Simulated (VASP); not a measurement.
Computed with LDA (Ceperley-Alder, Perdew-Zunger) with spin-orbit coupling, VASP's LDA PAW potentials (set 64) (plane waves; VASP).

Input for VASP

### POSCAR
```
CsPbCl3
1
    5.5267393186     0.0000000000    -0.0000000000
    0.0000000000     5.5267393186     0.0000000000
   -0.0000000000     0.0000000000     5.5267393186
Cs Pb Cl
1 1 3
Direct
  0.0000000000   0.0000000000   0.0000000000
  0.5000000000   0.5000000000   0.5000000000
  0.5000000000   0.0000000000   0.5000000000
  0.0000000000   0.5000000000   0.5000000000
  0.5000000000   0.5000000000   0.0000000000
```

### INCAR
```
# general
SYSTEM     = CsPbCl3
PREC       = Accurate
ENCUT      = 400   # plane-wave cut-off (eV)
LREAL      = .False.
LASPH      = .True.

# electronic loop
EDIFF      = 1E-6   # SCF stop (eV)
NELM       = 100
ALGO       = Normal   # blocked Davidson
LMAXMIX    = 4   # l cut-off of mixed one-centre charges

# smearing
ISMEAR     = 0   # Gaussian
SIGMA      = 0.05

# functional
GGA_COMPAT = .False.

# spin
MAGMOM     = 15*0
LSORBIT    = .True.

# output
LWAVE      = .False.
LCHARG     = .False.
```

**KPOINTS**
```
Automatic mesh
0
Gamma
4 4 4
0 0 0
```

### KPOINTS_OPT
```
k-points along high-symmetry lines
8
Line-mode
Reciprocal
  0.000000   0.000000   0.000000 ! GAMMA
  0.000000   0.500000   0.000000 ! X

  0.000000   0.500000   0.000000 ! X
  0.500000   0.500000   0.000000 ! M

  0.500000   0.500000   0.000000 ! M
  0.000000   0.000000   0.000000 ! GAMMA

  0.000000   0.000000   0.000000 ! GAMMA
  0.500000   0.500000   0.500000 ! R

  0.500000   0.500000   0.500000 ! R
  0.000000   0.500000   0.000000 ! X

  0.500000   0.500000   0.500000 ! R
  0.500000   0.500000   0.000000 ! M
```

POTCAR, in this order: Cs_sv Pb_d Cl (LDA.64 set). Program: vasp_ncl.

Output of the run:

**OSZICAR**
```
       N       E                     dE             d eps       ncg     rms          rms(c)
DAV:   1     0.391526872592E+03    0.39153E+03   -0.16948E+04  1040   0.128E+03
DAV:   2     0.352079090263E+02   -0.35632E+03   -0.34523E+03  1268   0.334E+02
DAV:   3    -0.186151797902E+02   -0.53823E+02   -0.53576E+02  1376   0.153E+02
DAV:   4    -0.205535610671E+02   -0.19384E+01   -0.19333E+01  1392   0.369E+01
DAV:   5    -0.206223138444E+02   -0.68753E-01   -0.68718E-01  1428   0.599E+00    0.569E+00
DAV:   6    -0.199561678416E+02    0.66615E+00   -0.14494E+00  1504   0.115E+01    0.371E+00
DAV:   7    -0.199095443440E+02    0.46623E-01   -0.49277E-01  1648   0.541E+00    0.168E+00
DAV:   8    -0.199063722630E+02    0.31721E-02   -0.63247E-02  1556   0.248E+00    0.639E-01
DAV:   9    -0.199052277555E+02    0.11445E-02   -0.27256E-03  1448   0.460E-01    0.151E-01
DAV:  10    -0.199049404765E+02    0.28728E-03   -0.33127E-03  1512   0.510E-01    0.734E-02
DAV:  11    -0.199049603668E+02   -0.19890E-04   -0.70442E-04  1536   0.239E-01    0.158E-02
DAV:  12    -0.199049528702E+02    0.74966E-05   -0.77419E-05  1408   0.692E-02    0.881E-03
DAV:  13    -0.199049525759E+02    0.29429E-06   -0.97427E-06  1560   0.385E-02
   1 F= -.19904953E+02 E0= -.19904953E+02  d E =-.105806E-10  mag=     0.0000     0.0000     0.0000
       N       E                     dE             ncg
       N       E                     dE             ncg
       N       E                     dE             ncg
       N       E                     dE             ncg
       N       E                     dE             ncg
```

File OUTCAR:
```
------------------------ aborting loop because EDIFF is reached ----------------------------------------
  FORCE on cell =-STRESS in cart. coord.  units (eV):
  Direction    XX          YY          ZZ          XY          YZ          ZX
  --------------------------------------------------------------------------------------
  Total       -0.0833189     -0.0833189     -0.0833189     -0.0000000      0.0000000     -0.0000000
  in kB       -0.7907645     -0.7907645     -0.7907645     -0.0000000      0.0000000     -0.0000000
  external PRESSURE =      -0.7907645 kB  Pullay stress =       0.0000000 kB
  volume of cell :      168.81
      direct lattice vectors                 reciprocal lattice vectors
     5.526739319  0.000000000  0.000000000     0.180938514  0.000000000  0.000000000
     0.000000000  5.526739319  0.000000000     0.000000000  0.180938514  0.000000000
     0.000000000  0.000000000  5.526739319     0.000000000  0.000000000  0.180938514
 POSITION                                       TOTAL-FORCE (eV/Angst)
 -----------------------------------------------------------------------------------
      0.00000      0.00000      0.00000         0.000000      0.000000      0.000000
      2.76337      2.76337      2.76337         0.000000      0.000000      0.000000
      2.76337      0.00000      2.76337         0.000000      0.000000      0.000000
      0.00000      2.76337      2.76337         0.000000      0.000000      0.000000
      2.76337      2.76337      0.00000         0.000000      0.000000      0.000000
 -----------------------------------------------------------------------------------
    total drift:                                0.000000      0.000000      0.000000
  FREE ENERGIE OF THE ION-ELECTRON SYSTEM (eV)
  ---------------------------------------------------
  free  energy   TOTEN  =       -19.9049525759 eV

  energy  without entropy=      -19.9049525759  energy(sigma->0) =      -19.90495258

 Ion:    1  E_soc:     -0.2938182

 Ion:    2  E_soc:     -0.7273651

 Ion:    3  E_soc:     -0.0047068

 Ion:    4  E_soc:     -0.0047068

 Ion:    5  E_soc:     -0.0047068
```
(Selected blocks of OUTCAR.)

**OUTCAR**
```
 val. band max:        2.1545929086   @ k =   0.5000   0.5000   0.5000

 cond. band min:       2.6034855951   @ k =   0.5000   0.5000   0.5000


 Fermi energy:         2.3640541917

 k-point     1 :       0.0000    0.0000    0.0000
  band No.  band energies     occupation
      1     -19.3885      1.00000
      2     -19.3885      1.00000
      3     -16.1417      1.00000
      4     -16.1417      1.00000
      5     -16.1417      1.00000
      6     -16.1417      1.00000
      7     -13.8622      1.00000
      8     -13.8622      1.00000
      9     -13.8622      1.00000
     10     -13.8622      1.00000
     11     -13.5018      1.00000
     12     -13.5018      1.00000
     13     -13.3725      1.00000
     14     -13.3725      1.00000
     15     -12.2071      1.00000
     16     -12.2071      1.00000
     17     -12.2071      1.00000
     18     -12.2071      1.00000
     19      -7.2727      1.00000
     20      -7.2727      1.00000
     21      -5.7227      1.00000
     22      -5.7227      1.00000
     23      -5.7227      1.00000
     24      -5.7227      1.00000
     25      -4.6674      1.00000
     26      -4.6674      1.00000
     27      -3.2989      1.00000
     28      -3.2989      1.00000
     29      -2.9184      1.00000
     30      -2.9184      1.00000
     31      -2.9184      1.00000
     32      -2.9184      1.00000
     33      -0.8662      1.00000
     34      -0.8662      1.00000
     35      -0.8662      1.00000
     36      -0.8662      1.00000
     37      -0.8199      1.00000
     38      -0.8199      1.00000
     39      -0.8074      1.00000
     40      -0.8074      1.00000
     41      -0.6541      1.00000
     42      -0.6541      1.00000
     43      -0.6541      1.00000
     44      -0.6541      1.00000
     45       4.8618      0.00000
     46       4.8618      0.00000
     47       5.8078      0.00000
     48       5.8078      0.00000
     49       5.8078      0.00000
     50       5.8078      0.00000
     51       6.7879      0.00000
...
```

The compound is CsPbCl3 in the cubic perovskite structure, the ideal cubic form; the compound distorts at low or room temperature. It was relaxed first.
